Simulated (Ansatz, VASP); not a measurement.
# Pt (fcc) in two plane-wave programs

One calculation is typed for both programs; each brings its own data sets. How far apart do they land? The cell is taken from a series of runs on this material, whose earlier steps may have relaxed, scaled, displaced or heated it; both programs get it as it stands.

Calculated with Ansatz 0.2.0; plane waves, with VASP 6.6.1 beside it; single point at HSE06.

## Step 1: The structure

It takes space group Fm-3m (No. 225, cubic). The conventional cell has a = 3.970 Å, b = 3.970 Å, c = 3.970 Å, α = 90.00°, β = 90.00°, γ = 90.00°. Pt has 12 Pt at 2.81 Å nearest.

As a file:

```cif
data_structure
_symmetry_space_group_name_H-M 'P 1'
_symmetry_Int_Tables_number 1
_cell_length_a 2.8074
_cell_length_b 2.8074
_cell_length_c 2.8074
_cell_angle_alpha 60.000
_cell_angle_beta 60.000
_cell_angle_gamma 60.000
_cell_volume 15.65
loop_
_atom_site_label
_atom_site_type_symbol
_atom_site_fract_x
_atom_site_fract_y
_atom_site_fract_z
_atom_site_occupancy
Pt1 Pt 0.00000 0.00000 0.00000 1
```

## Step 2: VASP: single point, HSE06

A single point gives forces, pressure and levels at one fixed geometry, so differences don't come from the geometry; what else differs is listed under the comparison.

Lines of VASP's logs that name or quote its potential files are left out, and so is its time.

The run reads the wave functions of an earlier VASP run, which isn't shown here.

INCAR

```
SYSTEM = Pt
PREC = Accurate
ENCUT = 400
EDIFF = 1E-06
NELM = 100
ISMEAR = -1
SIGMA = 0.05
LREAL = .FALSE.
ALGO = Normal
LHFCALC = .TRUE.
AEXX = 0.25
GGA = PE
HFSCREEN = 0.208
LASPH = .TRUE.
NBANDS = 11
PRECFOCK = Fast
LORBIT = 11
LWAVE = .FALSE.
LCHARG = .FALSE.
KPAR = 8
ISIF = 2
```

POSCAR

```
Pt
1.0
    0.0000000000      1.9851480661      1.9851480661
    1.9851480661      0.0000000000      1.9851480661
    1.9851480661      1.9851480661      0.0000000000
Pt
1
Direct
    0.0000000000      0.0000000000      0.0000000000
```

KPOINTS

```
Automatic mesh
0
Gamma
10 10 10
0 0 0
```

The projector-augmented-wave data sets are Pt (PBE family, release 64).

Run with:

```
$ mpirun -np 8 vasp_std
```

Numbers of over 12 decimals in the logs are rounded to 6 here.

Output:

```text
[banner, memory and clock lines left out]
running    8 mpi-ranks, on    1 nodes
 distrk:  each k-point on    1 cores,    8 groups
 distr:  one band on    1 cores,    1 groups

 POSCAR found type information on POSCAR Pt
 POSCAR found :  1 types and       1 ions
|                                                                             |
|           W    W    AA    RRRRR   N    N  II  N    N   GGGG   !!!           |
|           W    W   A  A   R    R  NN   N  II  NN   N  G    G  !!!           |
|           W    W  A    A  R    R  N N  N  II  N N  N  G       !!!           |
|           W WW W  AAAAAA  RRRRR   N  N N  II  N  N N  G  GGG   !            |
|           WW  WW  A    A  R   R   N   NN  II  N   NN  G    G                |
|           W    W  A    A  R    R  N    N  II  N    N   GGGG   !!!           |
|                                                                             |
|     For optimal performance we recommend to set                             |
|       NCORE = 2 up to number-of-cores-per-socket                            |
|     NCORE specifies how many cores store one orbital (NPAR=cpu/NCORE).      |
|     This setting can greatly improve the performance of VASP for DFT.       |
|     The default, NCORE=1 might be grossly inefficient on modern             |
|     multi-core architectures or massively parallel machines. Do your        |
|     Unfortunately you need to use the default for GW and RPA                |
|     calculations (for HF NCORE is supported but not extensively tested      |
|     yet).                                                                   |
|                                                                             |

 LDA part: xc-table for (Slater+PW92), standard interpolation
 found WAVECAR, reading the header
 POSCAR, INCAR and KPOINTS ok, starting setup
 FFT: planning ... GRIDC
 FFT: planning ... GRID_SOFT
 FFT: planning ... GRID
 reading WAVECAR
 the WAVECAR file was read successfully
 initial charge from wavefunction
 entering main loop
       N       E                     dE             d eps       ncg     rms          rms(c)
DAV:   1    -0.688390424771E+01   -0.68839E+01   -0.34082E-01  1097   0.285E+00    0.897E-01
DAV:   2    -0.688358853917E+01    0.31571E-03   -0.81071E-03  1180   0.830E-01    0.603E-01
DAV:   3    -0.688194821952E+01    0.16403E-02   -0.52393E-03  1148   0.584E-01    0.391E-01
DAV:   4    -0.688212858586E+01   -0.18037E-03   -0.96042E-04  1166   0.195E-01    0.252E-01
DAV:   5    -0.688213667586E+01   -0.80900E-05   -0.27486E-05  1121   0.309E-02    0.149E-01
DAV:   6    -0.688212275442E+01    0.13921E-04   -0.13174E-05  1124   0.334E-02    0.851E-02
DAV:   7    -0.688212033020E+01    0.24242E-05   -0.38165E-06   790   0.160E-02    0.493E-02
DAV:   8    -0.688212022144E+01    0.10876E-06   -0.18818E-07   553   0.355E-03
   1 F= -.68821202E+01 E0= -.68768127E+01  d E =-.106150E-01
```

Parts of OUTCAR (step 2):

```text
ion  position               nearest neighbor table
   1  0.000  0.000  0.000-

  LATTYP: Found a face centered cubic cell.
 ALAT       =     3.9702961322

 Subroutine GETGRP returns: Found 48 space group operations
 (whereof 48 operations were pure point group operations)

The static configuration has the point symmetry O_h .

 Found     47 irreducible k-points:

   k-points           NKPTS =     47   k-points in BZ     NKDIM =   1000   number of bands    NBANDS=     11

   dimension x,y,z NGX =    18 NGY =   18 NGZ =   18
   dimension x,y,z NGXF=    36 NGYF=   36 NGZF=   36

   ENCUT  =  400.0 eV  29.40 Ry    5.42 a.u.   4.58  4.58  4.58*2*pi/ulx,y,z

   NELECT =      10.0000    total number of electrons

 k-points in reciprocal lattice and weights: Automatic mesh
   0.00000000  0.00000000  0.00000000       0.001
   0.10000000  0.00000000  0.00000000       0.008
   0.20000000  0.00000000  0.00000000       0.008
   0.30000000  0.00000000  0.00000000       0.008
   0.40000000  0.00000000  0.00000000       0.008
   0.50000000  0.00000000  0.00000000       0.004
   0.10000000  0.10000000  0.00000000       0.006
   0.20000000  0.10000000  0.00000000       0.024
   0.30000000  0.10000000  0.00000000       0.024
[...]
-0.30000000  0.40000000  0.20000000       0.024
  -0.30000000  0.50000000  0.20000000       0.012

  exchange ACFDT corr.  =         0.00000000  see jH, gK, PRB 81, 115126

 average (electrostatic) potential at core
       1 -58.3864

 E-fermi :   9.9583

 k-point     1 :       0.0000    0.0000    0.0000
  band No.  band energies     occupation
    ...
      2       5.8513      2.00000
      3       5.8513      2.00000
      4       5.8513      2.00000
      5       7.8620      2.00000
      6       7.8620      2.00000
      7      26.0662      0.00000
      8      31.0371      0.00000
      9      31.0371      0.00000
     10      31.0371      0.00000
     11      36.1943      0.00000

 k-point     2 :       0.1000    0.0000    0.0000
  band No.  band energies     occupation
    ...
      2       5.6952      2.00000
      3       6.0130      2.00000
      4       6.0130      2.00000
      5       7.7988      2.00000
      6       7.7988      2.00000
      7      26.6519      0.00000
      8      29.1995      0.00000
      9      31.6322      0.00000
     10      31.6322      0.00000
     11      37.7735      0.00000

 k-point     3 :       0.2000    0.0000    0.0000
  band No.  band energies     occupation
    ...
      2       5.5027      2.00000
      3       6.2261      2.00000
      4       6.2261      2.00000
      5       7.9147      2.00000
      6       7.9147      2.00000
      7      26.1551      0.00000
      8      27.7314      0.00000
      9      33.1976      0.00000
     10      33.1976      0.00000
     11      35.3782      0.00000

  Total       -0.7264655     -0.7264655     -0.7264655      0.0000000      0.0000000      0.0000000
  in kB      -74.3903924    -74.3903924    -74.3903924      0.0000000      0.0000000      0.0000000
  external PRESSURE =     -74.3903924 kB  Pullay stress =       0.0000000 kB

  energy-cutoff  :      400.00
  volume of cell :       15.65
      direct lattice vectors                 reciprocal lattice vectors
     0.000000000  1.985148066  1.985148066    -0.251870381  0.251870381  0.251870381
     1.985148066  0.000000000  1.985148066     0.251870381 -0.251870381  0.251870381
     1.985148066  1.985148066  0.000000000     0.251870381  0.251870381 -0.251870381

 POSITION                                       TOTAL-FORCE (eV/Angst)
 -----------------------------------------------------------------------------------
      0.00000      0.00000      0.00000         0.000000      0.000000      0.000000
 -----------------------------------------------------------------------------------
    total drift:                               -0.000000      0.000000     -0.000000

  FREE ENERGIE OF THE ION-ELECTRON SYSTEM (eV)
  ---------------------------------------------------
  free  energy   TOTEN  =        -6.8821202214 eV

  energy  without entropy=       -6.8715052011  energy(sigma->0) =       -6.87681271

 total charge
# of ion       s       p       d       tot
------------------------------------------
    1        0.634   0.533   8.113   9.280

[... 3 further parts left out ...]
```

The k-mesh is coarse for a metal.

The run ends at a pressure of -7.44 GPa.

## Step 3: Ansatz: single point, HSE06

Ansatz runs on its default PAW (the set named soft_2) files.

The same cell, functional, mesh and smearing now go to Ansatz.

input.yaml

```yaml
crystal:
  lattice:
    - [0.0, 1.9851480661, 1.9851480661]
    - [1.9851480661, 0.0, 1.9851480661]
    - [1.9851480661, 1.9851480661, 0.0]
  atoms:
    - { symbol: Pt, position: [0.0, 0.0, 0.0] }
basis:
  ecutwfc: 420
  xc_grid: 2
hamiltonian:
  xc: hse06
kpoints:
  mp_grid: { grid: [10, 10, 10] }
scf:
  occupations: { method: fermi_dirac, width: 0.05 }
  max_iter: 150
output:
  forces: true
  stress: true
checkpoint:
  write: "../hse06.run"
  compress: false
  write_wavefunctions: false
  write_every: 100000
```

Run with:

```
$ ansatz run input.yaml --threads 4 --pin off --max-ram 9420MiB --backend cpu --events-out ev --progress --plain --runs-dir out
```

Output:

```text
Warning: output.stress: scf.convergence.dr2_threshold = 1e-7 eV (the SCF's general default) is looser than the 1e-10 eV advised for a printed stress (1e-10 eV for each atom of the cell: 1). What an SCF threshold leaves in a stress goes as its square root, and in the free energy as the threshold itself, and one threshold admits the most on a small cell: [figures from the program's tests cut] Set scf.convergence.dr2_threshold to 1e-10 eV or tighter. The threshold is an SCF's pass mark: one that does not reach it within its budget of iterations ends unconverged, or closes short of it on a stop that the run arms, and scf.convergence.dr2_threshold's page says what that costs each kind of run
Warning: output.stress: scf.exx.energy_threshold = 1e-6 eV is looser than the 1e-8 eV advised for a stress under a hybrid functional (1e-8 eV for each atom of the cell: 1). Every SCF of the exchange loop can meet its threshold on dr2 while the loop round them stops early: no threshold on dr2 bounds what that leaves in the stress. Set scf.exx.energy_threshold to 1e-8 eV or tighter. The threshold is the loop's pass mark: a loop that does not reach it within its budget of cycles ends unconverged, and scf.exx.energy_threshold's page has the law
Engine: ansatz 0.2.0, aarch64-unknown-linux-gnu
Pseudopotentials: kind: paw
Pseudopotential: Pt, paw, valence charge 18, recommended cutoff 420 eV (normal), Pt.paw.azcp
Functional definition: HSE06
  parameter a = 0.25
  parameter omega = 0.11/bohr
  exchange = pbe_x - a*pbe_x_sr(omega) + a*exact_x_sr(omega)
  correlation = pbe_c
Crystal: 1 atoms, lattice volume = 15.646 Å³
Basis set: ecut = 420 eV, 331 PW (Γ), exchange–correlation on 40×40×40 points (8 copies of the dense FFT grid, shifted against one another)
Bands: 13, of which v1, the nominal top of the filled ones, is band 9 counted from 1 (8 counted from 0)
Symmetry: 48 space group operations
Space group: Fm-3m (ITA 225), of the structure as read, at distance tolerance 2.5e-5 Å
k-points: 47 of 1000
Non-local potential: Pt, projectors of the file, l = 0: 3, l = 1: 2, l = 2: 2, l = 3: 1
PAW form: soft (Blöchl's): semilocal exchange-correlation on the pseudo side does not see the compensation charge
PAW frozen core: Pt, regenerated for the run's functional, and the local potential with it (the file was generated under x = pbe(κ = 0.804, μ = 0.219515), c = pbe(β = 0.066725))
PAW one-centre angular grid: Pt, 590 points (default); XC on 64 Gauss nodes
Initial density: superposition of atomic densities (neutral atoms: chi_scale 0, normalization atom), corrected by the library's trained network
Initial wavefunctions: pseudopotential atomic-orbital guess
Functional: x = pbe(κ = 0.804, μ = 0.219515), c = pbe(β = 0.066725), warm-up for x = pbe(κ = 0.804, μ = 0.219515) + 0.25 (exact − pbe) at short range (hse, ω = 0.207870 Å⁻¹), c = pbe(β = 0.066725); HSE06 as pw.x's `hse` composes it (authors' and Libxc's form: `xc: wpbeh`)
SCF iter   1: F=—  HF=-12523.010191 eV  |F-HF|=—  |Δ(HF+E_count)|=         —  Δρ=6.20e-3  dr2=4.40e-3  ethr=1.77e-3  ⟨swp⟩=7.1  Hψ=2579  notcnv=0
preconditioner: auto → none  [metal: Δε(μ)=0.037 eV  Ē_g=13.796 eV  σ=0.050 eV  W_gap=0.18  n_scr=8 (ndim 8)  ℏωp=29.7 eV  f_vac=0.000  D(μ)=1.44/eV (n_scr^D=14)  sad-step TF]
SCF iter   2: F=—  HF=-12523.009412 eV  |F-HF|=—  |Δ(HF+E_count)|=   7.78e-4  Δρ=2.55e-3  dr2=6.36e-4  ethr=2.44e-5  ⟨swp⟩=3.0  Hψ=1291  notcnv=0  defer=4
iter 3 solved again at ethr=4.25e-8 eV; its pass at ethr=3.54e-6 eV (dr2=7.65e-6 eV) is discarded
SCF iter   3: F=—  HF=-12523.009407 eV  |F-HF|=—  |Δ(HF+E_count)|=   5.20e-6  Δρ=3.93e-4  dr2=7.60e-6  ethr=4.25e-8  ⟨swp⟩=2.8  Hψ=2481  notcnv=0
SCF iter   4: F=—  HF=-12523.009424 eV  |F-HF|=—  |Δ(HF+E_count)|=   1.75e-5  Δρ=4.92e-5  dr2=1.04e-7  ethr=4.22e-8  ⟨swp⟩=3.0  Hψ=1286  notcnv=0
SCF iter   5: F=—  HF=-12523.009425 eV  |F-HF|=—  |Δ(HF+E_count)|=   2.09e-7  Δρ=5.04e-6  dr2=1.14e-9  ethr=5.78e-10  ⟨swp⟩=3.0  Hψ=1378  notcnv=0
SCF iter   6: F=-12523.009425 eV  HF=-12523.009425 eV  |F-HF|=1.27e-11  |Δ(HF+E_count)|=   1.30e-9  Δρ=4.22e-7  dr2=2.34e-11  ethr=6.32e-12  ⟨swp⟩=3.0  Hψ=1365  notcnv=0
SCF 1 converged in 6 iterations: F = -12523.009425 eV  dr2 = 2.34e-11
  greatest PAW one-centre occupation: 1.000 electrons in one spin orbital (limit 2), on the Pt atom at site 0 (counted from 0), in its partial waves of l = 0
Initial density: handed on by an earlier stage of this run
Initial wavefunctions: those handed on with the density
Functional: x = pbe(κ = 0.804, μ = 0.219515) + 0.25 (exact − pbe) at short range (hse, ω = 0.207870 Å⁻¹), c = pbe(β = 0.066725); HSE06 as pw.x's `hse` composes it (authors' and Libxc's form: `xc: wpbeh`)
Exchange kernel: α = 0.2500, screened, ω = 0.2079 Å⁻¹, Wigner–Seitz truncation, v(0) = 1046.9112 eV·Å³, q-mesh 10×10×10, nearest image of the exchange supercell L = 28.07 Å, pair-density grid 12×12×12, without the augmentation charges, whose exchange is taken in its separable form by FFT convolution over the k-point mesh (sized by the pseudopotential files, 16×16×16 at the most), smooth part of the exact exchange by density-matrix convolution
Frozen-core exchange: fock
iter 1 solved again at ethr=8.66e-5 eV; its pass at ethr=1.00e-1 eV (dr2=1.56e-2 eV) is discarded
SCF iter   1: F=—  HF=-12525.098865 eV  |F-HF|=—  |Δ(HF+E_count)|=         —  Δρ=1.22e-2  dr2=1.72e-2  ethr=8.66e-5  ⟨swp⟩=3.3  Hψ=2538  notcnv=0
preconditioner: auto → none  [metal: Δε(μ)=0.032 eV  Ē_g=15.461 eV  σ=0.050 eV  W_gap=0.16  n_scr=8 (ndim 8)  ℏωp=29.7 eV  f_vac=0.000  D(μ)=1.19/eV (n_scr^D=14)]
SCF iter   2: F=—  HF=-12525.093530 eV  |F-HF|=—  |Δ(HF+E_count)|=   5.33e-3  Δρ=4.88e-3  dr2=2.37e-3  ethr=8.66e-5  ⟨swp⟩=3.0  Hψ=1455  notcnv=0
SCF iter   3: F=—  HF=-12525.098188 eV  |F-HF|=—  |Δ(HF+E_count)|=   4.66e-3  Δρ=3.67e-3  dr2=1.01e-3  ethr=7.94e-6  ⟨swp⟩=3.0  Hψ=1252  notcnv=0
SCF iter   4: F=—  HF=-12525.097880 eV  |F-HF|=—  |Δ(HF+E_count)|=   3.07e-4  Δρ=1.21e-3  dr2=1.15e-4  ethr=4.74e-6  ⟨swp⟩=2.3  Hψ=1082  notcnv=0
SCF iter   5: F=—  HF=-12525.098097 eV  |F-HF|=—  |Δ(HF+E_count)|=   2.17e-4  Δρ=5.62e-4  dr2=5.91e-5  ethr=3.10e-7  ⟨swp⟩=3.0  Hψ=1228  notcnv=0
SCF iter   6: F=-12525.098081 eV  HF=-12525.098081 eV  |F-HF|=2.21e-8  |Δ(HF+E_count)|=   1.65e-5  Δρ=5.07e-5  dr2=1.26e-6  ethr=2.62e-7  ⟨swp⟩=3.0  Hψ=1267  notcnv=0
SCF 2 stopped early in 6 iterations: F = -12525.098081 eV  dr2 = 1.26e-6
hybrid outer 1: dexx = +6.046e-3 eV, tail = 1.78e-5 eV
Exchange kernel: α = 0.2500, screened, ω = 0.2079 Å⁻¹, Wigner–Seitz truncation, v(0) = 1046.9112 eV·Å³, q-mesh 10×10×10, nearest image of the exchange supercell L = 28.07 Å, pair-density grid 12×12×12, without the augmentation charges, whose exchange is taken in its separable form by FFT convolution over the k-point mesh (sized by the pseudopotential files, 16×16×16 at the most), smooth part of the exact exchange by density-matrix convolution
Frozen-core exchange: fock
SCF iter   1: F=—  HF=-12525.098080 eV  |F-HF|=—  |Δ(HF+E_count)|=         —  Δρ=1.61e-4  dr2=2.63e-6  ethr=4.95e-7  ⟨swp⟩=4.1  Hψ=1654  notcnv=0
preconditioner: auto → none  [metal: Δε(μ)=0.036 eV  Ē_g=15.432 eV  σ=0.050 eV  W_gap=0.18  n_scr=8 (ndim 8)  ℏωp=29.7 eV  f_vac=0.000  D(μ)=1.24/eV (n_scr^D=14)]
SCF iter   2: F=—  HF=-12525.098079 eV  |F-HF|=—  |Δ(HF+E_count)|=   6.72e-7  Δρ=3.42e-5  dr2=7.57e-8  ethr=1.07e-8  ⟨swp⟩=3.0  Hψ=1282  notcnv=0
SCF iter   3: F=—  HF=-12525.098080 eV  |F-HF|=—  |Δ(HF+E_count)|=   2.20e-7  Δρ=1.74e-5  dr2=4.73e-8  ethr=1.53e-10  ⟨swp⟩=3.1  Hψ=1608  notcnv=0  defer=2
SCF iter   4: F=-12525.098080 eV  HF=-12525.098080 eV  |F-HF|=5.46e-12  |Δ(HF+E_count)|=   1.40e-8  Δρ=4.07e-7  dr2=1.59e-9  ethr=1.53e-10  ⟨swp⟩=3.0  Hψ=1298  notcnv=0
SCF 3 converged in 4 iterations: F = -12525.098080 eV  dr2 = 1.59e-9
  Residual-converged pass: ⟨swp⟩=3.0  Hψ=1186  notcnv=0  max |occ|·‖R‖ = 2.4e-6 eV (tolerance 2.4e-6 eV)  dr2=1.59e-9  dr2_onsite=1.21e-12  max |Δocc| = 1.0e-11
hybrid outer 2: dexx = +4.365e-7 eV, tail = 1.93e-8 eV, Δε = 2.45e-3 eV (about 7.86e-5 eV left of the loop's levels)
hybrid SCF converged: 2 outer / 10 inner (+6 warm-up), last move |dexx| = 4.37e-7 eV, tail = 1.93e-8 eV
Stability not checked: this state was not tested for a lower state beside it, because the functional holds exact exchange (a hybrid, or Hartree-Fock), whose exchange loop this test does not read (fock_operator; see scf.lower_state_search)
Free energy (F): -12525.098080 eV
Frozen-core exchange: fock
Harris-Foulkes:  -12525.098080 eV  (|F-HF|=5.46e-12)
Internal energy: -12525.087496 eV  (E = F + TS)
E sigma→0 (E₀):  -12525.092788 eV
Entropy (-TS):   -0.010584 eV (-10.584 meV/atom)
Fermi energy:    21.708203 eV
--- Per-component energies (eV) ---
  E_band       = -185.917460
  E_kinetic    = 637.401987
  E_local      = -1511.582544  (includes V_loc(G=0)·N_el)
  E_nonlocal   = 201.627227
  E_hartree    = 560.451509
  E_xc         = -208.066796
  E_vxc        = -238.993441  (∫ρ·V_xc dr)
  E_exx        = -63.587785  (= α·E_x^exact, valence–valence)
  E_paw        = -9445.473481  (= ΣΔE_a)
  E_vpaw       = -268.098339  (= ΣTr[D̂ρ^β])
  E_aug_tail   = 0.000205  (compensation charges beyond the density's cutoff)
  E_ewald      = -2693.830024
  E_core_change = -2.027793  (= ΣΔE_core)
  E_smearing   = -0.010584  (= −TS)
  E_closure    = 0.000000  (closes the sum)
  Σ components = -12525.098080   (vs F -12525.098080, Δ=-1.82e-12)
--- Forces (eV/Å), atoms counted from 1 ---
  atom   1  Pt    -0.00000000    -0.00000000     0.00000000
  max |Σ_I F_I| component: 8.63e-32 eV/Å
--- Stress (GPa, compression-positive) ---
       -7.803143      -0.000000      -0.000000
        0.000000      -7.803143       0.000000
       -0.000000       0.000000      -7.803143
  P = ⅓ Tr σ = -7.8031 GPa (-78.031 kbar)
--- Band table (eV; the first three rows and the last of 47) ---
  k-point 0: bands = [... 5 lower, 17.5622, 17.5622, 17.5622, 19.5961, 19.5961, 37.5992]
  k-point 1: bands = [... 5 lower, 17.4050, 17.7253, 17.7253, 19.5320, 19.5320, 38.1884]
  k-point 2: bands = [... 5 lower, 17.2129, 17.9409, 17.9409, 19.6477, 19.6477, 37.7990]
  k-point 46: bands = [... 5 lower, 16.0652, 17.8163, 19.6098, 22.3102, 29.5256, 30.0004]
  guard bands above this table: 2 of the run's 13 bands. The solve was not asked for them (output.publish_guard_bands: true or output.eigenvalues: true publishes all)
```

The run ends at a pressure of -7.80 GPa.

## Step 4: Comparison

Known differences besides the potentials themselves: exact exchange at q = 0 is treated differently, which shows on coarse meshes; VASP keeps PBE cores, Ansatz makes them for the functional; the data sets hold 18 valence electrons in Ansatz (on its default PAW (the set named soft_2) files) and 10 in VASP; the cutoff is 420 eV in Ansatz and 400 eV in VASP; VASP takes a coarser grid for exact exchange (PRECFOCK = Fast). Total energies have different zeros and are not compared.

The two programs side by side:

```
      quantity  Ansatz   VASP  difference
pressure (GPa)   -7.80  -7.44       -0.36
```

## Step 5: Summary of results

```json
{
  "difference in pressure (single point, HSE06)": "-0.36 GPa"
}
```

What this shows: The difference in pressure is -0.36 GPa (single point, HSE06), within the 1 GPa picked in this series as the mark of a large difference. The data sets hold unlike numbers of valence electrons (18 in Ansatz and 10 in VASP), so part of the differences comes from the potentials. How closely two codes agree says nothing of how well the functional describes the real material.

[Lines on the potential files, build, host, timing and source positions are cut from VASP's logs without a mark.]

[Logs are printed without paths, hosts, clocks, repeated set-up lines and the standing remarks that a program may print on its own settings, such as how far it seeks lower states.]

[Hosts, paths, dates, database ids (printed as entryN), source tags and the programs' standing remarks are cut or masked in the printed files.]
